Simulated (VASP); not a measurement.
A convergence study with VASP on FePt (L1_0): one setting is varied, all else stays as given below, so the limit is that of these other settings. ε∞ is the independent-particle value.

```xyz
2
Lattice="2.7200 0.0000 0.0000 0.0000 2.7200 0.0000 0.0000 0.0000 3.7100" Properties=species:S:1:pos:R:3 pbc="T T T"
Fe     0.0000     0.0000     0.0000
Pt     1.3600     1.3600     1.8550
```
Starting moments (μB, in the order of the record's atoms Fe Pt): 3.0 0.0.

All values below come from PBE GGA, VASP's PBE PAW potentials (set 64) (plane waves; VASP 6.6.1). The tightest run used: 550 eV cut-off, 11×11×8 Γ-centred mesh, first-order Methfessel-Paxton smearing of 0.10 eV, potentials Fe Pt.

The settings run are NBANDS = 10; NBANDS = 11; NBANDS = 13; NBANDS = 17; NBANDS = 25; NBANDS = 41; NBANDS = 73; NBANDS = 137. From which on does the moment stay within 0.01 μB of the tightest run?

From NBANDS = 13 on: it is off by 0.000 there and by no more than 0.01 in any finer run, while NBANDS = 11 is off by 0.117.
```json
[
 {"setting": "NBANDS = 10", "moment (μB)": "1.991", "bands": "10", "difference judged (μB)": "1.243"},
 {"setting": "NBANDS = 11", "moment (μB)": "3.117", "bands": "11", "difference judged (μB)": "0.117"},
 {"setting": "NBANDS = 13", "moment (μB)": "3.234", "bands": "13", "difference judged (μB)": "0.000"},
 {"setting": "NBANDS = 17", "moment (μB)": "3.234", "bands": "17", "difference judged (μB)": "0.000"},
 {"setting": "NBANDS = 25", "moment (μB)": "3.234", "bands": "25", "difference judged (μB)": "0.000"},
 {"setting": "NBANDS = 41", "moment (μB)": "3.234", "bands": "41", "difference judged (μB)": "0.000"},
 {"setting": "NBANDS = 73", "moment (μB)": "3.234", "bands": "73", "difference judged (μB)": "0.000"},
 {"setting": "NBANDS = 137", "moment (μB)": "3.234", "bands": "137", "difference judged (μB)": "0.000"}
]
```

VASP warned of too few bands at NBANDS = 10; NBANDS = 11.

Left out are rungs that failed or repeat a setting and relaxations that didn't move; long series are thinned to 24 rows.

The compound is FePt in the L1_0 structure. The cell was not relaxed at this level. The spin order is the one that the start imposed; others were not tried in this run. VASP warned that the highest band is occupied, so more bands are needed.
